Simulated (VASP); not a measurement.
The input files of a VASP run:

**INCAR**
```
# general
SYSTEM   =  TiAl
PREC     =  Accurate
ENCUT    =  480   # plane-wave cut-off (eV)
LREAL    =  .FALSE.
LASPH    =  .TRUE.   # aspherical one-centre terms

# electronic loop
EDIFF    =  1E-7   # SCF stop (eV)
NELM     =  100   # most electronic steps
ALGO     =  Normal   # blocked Davidson
LMAXMIX  =  4   # l cut-off of mixed one-centre charges

# smearing
ISMEAR   =  1   # Methfessel-Paxton
SIGMA    =  0.1   # width (eV)

# functional
GGA      =  PS   # PBEsol

# ions
ISIF     =  2   # forces and stress, cell fixed

# output
LWAVE    =  .FALSE.
LCHARG   =  .FALSE.
```

File POSCAR:
```
TiAl
1
    2.7975382944     0.0000000000     0.0000000000
    0.0000000000     2.7975382944     0.0000000000
    0.0000000000     0.0000000000     4.0239800413
Ti Al
1 1
Direct
  0.0000000000   0.0000000000   0.0000000000
  0.5000000000   0.5000000000   0.5000000000
```

**KPOINTS**
```
Automatic mesh
0
Gamma
12 12 8
0 0 0
```

POTCAR, in this order: Ti_sv Al (PBE.64 set). Program: vasp_std.

Q: Write an equivalent input for Ansatz.

A: One equivalent input (not run):
Ansatz 0.2 input:
```yaml
crystal:
  lattice:
    - [2.7975383, 0.0000000, 0.0000000]
    - [0.0000000, 2.7975383, 0.0000000]
    - [0.0000000, 0.0000000, 4.0239800]
  atoms:
    - { symbol: Ti, position: [0.0000000, 0.0000000, 0.0000000] }
    - { symbol: Al, position: [0.5000000, 0.5000000, 0.5000000] }
kpoints:
  mp_grid: { grid: [12, 12, 8] }
hamiltonian:
  xc: pbesol
  pseudopotentials: { kind: paw }
scf:
  occupations: { method: methfessel_paxton, width: 0.1 }
  max_iter: 100
output: { forces: true, stress: true, eigenvalues: true }
```
Limits of the translation: each code has its own PAW files, so the cut-off isn't converted (ENCUT is set for VASP's; basis.ecutwfc is left out, and Ansatz then takes the one that its files recommend); Ansatz stops its SCF on the density residual and VASP on the energy change (EDIFF).

The compound is TiAl in the L1_0 structure. It was relaxed first.
